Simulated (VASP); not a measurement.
A convergence study with VASP on MnO (space group no. 225 when undisturbed): one setting is varied, all else stays as given below, so the limit is that of these other settings. One atom is moved off its site, so that forces are finite.

```yaml
crystal:
  lattice:
    - [4.41780, 2.20890, 2.20890]
    - [2.20890, 4.41780, 2.20890]
    - [2.20890, 2.20890, 4.41780]
  atoms:
    - { symbol: Mn, position: [0.00327, 0.00327, 0.00327], spin: 5.0 }
    - { symbol: Mn, position: [0.50000, 0.50000, 0.50000], spin: -5.0 }
    - { symbol: O, position: [0.25000, 0.25000, 0.25000] }
    - { symbol: O, position: [0.75000, 0.75000, 0.75000] }
```

Calculation: PBE GGA + U (Dudarev), VASP's PBE PAW potentials (set 64) (plane waves; VASP 6.6.1). The tightest run used: Mn 3.90 eV.

Gaps are read on the run's mesh, which can miss a band edge.

Q: The settings run are 2×2×2 mesh; 3×3×3 mesh; 4×4×4 mesh; 5×5×5 mesh; 6×6×6 mesh; 7×7×7 mesh; 8×8×8 mesh; 10×10×10 mesh; 11×11×11 mesh; 12×12×12 mesh; 13×13×13 mesh; 14×14×14 mesh. From which on does the stress (every component) stay within 0.5 GPa of the tightest run?

A: From 3×3×3 mesh on: it is off by 0.26 there and by no more than 0.5 in any finer run, while 2×2×2 mesh is off by 3.16.
```tsv
setting	E (eV/atom)	pressure (GPa)	largest force (eV/Å)	gap on the mesh (eV)	irreducible k-points	difference judged (GPa)
2×2×2 mesh	-7.6002	3.32	0.500	1.780	4	3.16
3×3×3 mesh	-7.7473	2.90	0.578	1.951	6	0.26
4×4×4 mesh	-7.7588	2.83	0.577	1.836	13	0.04
5×5×5 mesh	-7.7615	2.81	0.577	1.883	19	0.03
6×6×6 mesh	-7.7624	2.83	0.577	1.837	32	0.02
7×7×7 mesh	-7.7628	2.87	0.577	1.862	44	0.02
8×8×8 mesh	-7.7626	2.83	0.577	1.837	65	0.01
10×10×10 mesh	-7.7624	2.83	0.577	1.837	116	0.02
11×11×11 mesh	-7.7625	2.83	0.577	1.848	146	0.01
12×12×12 mesh	-7.7624	2.83	0.577	1.838	189	0.01
13×13×13 mesh	-7.7627	2.85	0.577	1.844	231	0.01
14×14×14 mesh	-7.7627	2.85	0.577	1.837	288	0.00
```

Left out are rungs that failed or repeat a setting and relaxations that didn't move; long series are thinned to 24 rows.

The structure is a typed MnO crystal (space group no. 225). The cell was not relaxed at this level, it is distorted from the ideal structure. The spin order is the one that the start imposed; others were not tried in this run.
